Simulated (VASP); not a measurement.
An input for Quantum ESPRESSO's pw.x (written as the equivalent of a VASP run, and not itself run):

```
&CONTROL
  calculation = 'scf'
  pseudo_dir = './pseudo'
  outdir = './out'
  tprnfor = .true.
  tstress = .true.
/
&SYSTEM
  ibrav = 0
  nat = 3
  ntyp = 2
  ecutwfc = 88
  occupations = 'smearing'
  smearing = 'gaussian'
  degauss = 0.000735
  input_dft = 'pbe'
/
&ELECTRONS
  conv_thr = 7.3e-08
  electron_maxstep = 100
/
ATOMIC_SPECIES
  Be 9.012 Be.upf
  C 12.011 C.upf
CELL_PARAMETERS angstrom
     0.0000000    2.1622550    2.1622550
     2.1622550    0.0000000    2.1622550
     2.1622550    2.1622550    0.0000000
ATOMIC_POSITIONS crystal
  Be   0.7565760  0.7605120  0.7489060
  Be   0.2555530  0.2684760  0.2272800
  C   -0.0121290 -0.0289880  0.0238130
K_POINTS automatic
  13 13 13 0 0 0
```

Write the VASP files for the same calculation (PBE).

Several could match; the one computed here: 
**INCAR**
```
SYSTEM = Be2C
PREC = Accurate
ENCUT = 400
EDIFF = 1E-6
NELM = 100
ALGO = Normal
LREAL = .FALSE.
LASPH = .TRUE.
ISMEAR = 0
SIGMA = 0.01
GGA = PE
LWAVE = .FALSE.
LCHARG = .FALSE.
ISIF = 2
```

**KPOINTS**
```
K-points
0
G
 13 13 13
0 0 0
```

File POSCAR:
```
Be2C
1
    0.0000000000     2.1622550000     2.1622550000
    2.1622550000     0.0000000000     2.1622550000
    2.1622550000     2.1622550000     0.0000000000
Be C
2 1
Direct
  0.7565760000   0.7605120000   0.7489060000
  0.2555530000   0.2684760000   0.2272800000
 -0.0121290000  -0.0289880000   0.0238130000
```

POTCAR, in this order: Be C (PBE.64 set). Program: vasp_std.

The two are equivalent in intent, not identical: the potentials are each code's own (VASP's PAW set, PseudoDojo norm-conserving files in pw.x), so ENCUT and ecutwfc are chosen apart and not converted; conv_thr bounds pw.x's estimated SCF error, while EDIFF bounds the energy change between steps.

The structure comes from a computed database's Be2C entry; how it stands against other phases isn't given here. The cell was not relaxed at this level, atoms are displaced from their ideal sites.
